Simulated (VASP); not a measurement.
**ZnS: band gap against strain**

ZnS (wurtzite, P6_3mc, 19.215 Å³/atom and stress up to 0.29 GPa in the relaxed cell, c along z) under an equal strain ε along x and y, with z held. PBEsol in VASP (plane waves, PAW), 480 eV, 12×12×6 Γ-centred mesh, Gaussian smearing 0.05 eV; ions are relaxed, or left where forces stay under 0.02 eV/Å, within the symmetry of each cell. Gaps are the smallest on the run's k-mesh, which can miss an edge that lies off it, without spin-orbit coupling; in all rows the valence edge lies at Γ and the conduction edge at Γ.

Here s stands for strain and Eg for gap.

```
strain (%)  gap (eV)
----------  --------
-3.00              ?
-1.50          2.252
-1.00          2.226
-0.50          2.198
0.00           2.169
```

Fit Eg against s with a straight line, and predict the withheld value at s = -3.00.

Means: s -0.75000, Eg 2.2113. About the means, the sum of products is -0.069250 and the sum of squares of s is 1.2500; the slope is their ratio. Least squares gives Eg = 2.1697 - 0.05540·s. Residuals (row less fit): -0.0008, 0.0009, 0.0006, -0.0007; standard error 0.0011 (degrees of freedom: 2). Over these rows the gap moves by -5.54 ± 0.10 eV per unit strain. At the withheld row, Eg = 2.1697 - 0.05540 × (-3.0) = 2.3359 eV. The calculation gives 2.319 eV, 0.0169 eV below the prediction (11.3 % of the range of Eg in the table). The row lies outside the fitted rows, so this is an extrapolation. From the scatter of the fitted rows alone, a prediction at this place has a standard error of 0.0025 eV, so the miss is 6.8 times that.

A polynomial of degree 2 through the 6 other runs of the series gives 2.320 there, so most of the miss is curvature that the fit leaves out. ZnS is here the high-temperature form. Rows are the converged runs of the series near zero and its far end, less any whose ions stayed unrelaxed beside relaxed ones; series whose fitted rows scatter by over a few per cent of the range, as at a crossing or softening among them, aren't shown in this form. Most that stay on the fit to the last digits aren't either.
